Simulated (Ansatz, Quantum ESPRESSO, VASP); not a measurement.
# One structure in several programs: InF₃ (P1, 8 atoms in the cell)

Self-consistent single point, at a second geometry (atoms moved at random). First geometry:

```xyz
8
Lattice="2.6021 1.5023 4.9075 -2.6021 1.5023 4.9075 0.0000 -3.0047 4.9075" Properties=species:S:1:pos:R:3 pbc="T T T"
In     0.0000     0.0000     7.3613
In     0.0000     0.0000     0.0000
F     -0.9219     1.4079     6.1344
F      0.9219    -1.4079     8.5881
F     -0.7583    -1.5023     6.1344
F      0.7583     1.5023     8.5881
F      1.6802     0.0945     6.1344
F     -1.6802    -0.0945     8.5881
```

Second geometry:
```xyz
8
Lattice="2.6021 1.5023 4.9075 -2.6021 1.5023 4.9075 0.0000 -3.0047 4.9075" Properties=species:S:1:pos:R:3 pbc="T T T"
In     0.0284    -0.0782     7.3589
In    -0.0032     0.0405    -0.0521
F     -0.8883     1.3489     6.1883
F      0.9109    -1.3773     8.5844
F     -0.7538    -1.5207     6.1649
F      0.7151     1.5100     8.5738
F      1.6835     0.1342     6.1521
F     -1.6925    -0.0573     8.5586
```

Shared settings, as Ansatz (a program for electronic structure) writes them: kpoints.mp_grid.grid = 5 5 5; scf.occupations.method = fermi_dirac; scf.occupations.width = 0.05 eV. Potentials and cutoffs stand in the table.

```tsv
code	model	ΔF from the first geometry (meV/atom)	pressure (GPa)	largest force (eV/Å)	gap on the mesh (eV)	cutoff
Quantum ESPRESSO	LDA (PZ), GBRV 1.5 ultrasoft (LDA) pseudopotentials	14.6	-4.72	1.329	3.894	40 Ry
Ansatz	LDA (PW92), default PAW files made with PBE	15.6	-3.88	1.367	3.924	default
VASP	LDA (PZ), VASP's LDA PAW potentials (set 64)	16.1	-11.83	1.388	3.942	400 eV
```

Size of the force on each atom (eV/Å): Sizes of forces hide their directions.

```
code                In1    In2     F3     F4     F5     F6     F7     F8
----------------  -----  -----  -----  -----  -----  -----  -----  -----
Quantum ESPRESSO  1.329  1.137  0.896  0.648  0.642  0.200  0.490  0.379
Ansatz            1.367  1.170  0.913  0.705  0.650  0.155  0.493  0.325
VASP              1.388  1.201  0.936  0.732  0.664  0.137  0.505  0.298
```

Gaps are read on the mesh.

The spread over the programs that give each value: ΔF from the first geometry within 1.5 meV/atom; pressure within 7.95 GPa; largest force within 0.059 eV/Å; gap on the mesh within 0.048 eV.

Ansatz's pressure is given at a fixed set of plane waves, as the other plane-wave codes print theirs; with its correction for the finite basis it is -2.94 GPa (the shift of 0.95 GPa shows how far the cutoff is from converged). The same LDA comes in different parametrisations, which differ slightly. In the pressure, VASP (by 7.12) lies more than 1 GPa from the median of the plane-wave programs. In the force vectors, Quantum ESPRESSO (by 0.085) lies more than 0.08 eV/Å from the median of the plane-wave programs.

VASP's run is marked for a possible Pulay error in its stress at this cutoff; no cutoff test was made.

The starting cell comes from a database of computed structures (which also holds hypothetical and non-ambient phases and stackings), without a prior relaxation at this level. For this run, on top of that: atoms moved at random.

Left out of this page: CP2K and SIESTA (not drawn, or without a comparable value).

Keys are those of Ansatz 0.2.
